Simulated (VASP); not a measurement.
**WTe (relaxed from the wurtzite structure, space group P6_3mc): computed properties**

Level of theory: PBEsol GGA, VASP's PBE PAW potentials (set 64) (plane waves; VASP 6.6.1).

```
Quantity                                                                                                Result
----------------------------------  --------------------------------------------------------------------------
space group                                                                                       P6_3mc (186)
cell                                a = 3.230 Å, b = 3.230 Å, c = 9.144 Å, α = 90.00°, β = 90.00°, γ = 120.00°
volume per atom                                                                                  20.66 Å³/atom
band gap (over mesh and band path)                                    none (metal, semimetal or under 0.01 eV)
density                                                                                            12.52 g/cm³
```

Space group P6₃mc (No. 186); a = b = 3.2303 Å, c = 9.1441 Å, α = β = 90.00°, γ = 120.00°

```json
[
 {"atom": "W", "site": "2b", "symmetry": "3m.", "x": "0.3333", "y": "0.6667", "z": "0.0398"},
 {"atom": "Te", "site": "2b", "symmetry": "3m.", "x": "0.3333", "y": "0.6667", "z": "0.3352"}
]
```

Unless said otherwise, spin-orbit coupling is left out, though it shifts the bands of the heavy elements here.

The structure was generated: WTe was put into the wurtzite type (P6_3mc), which need not be its known phase. It was relaxed first, which changed the volume by -50 %. Symmetry was kept, so distortions that lower it aren't found.
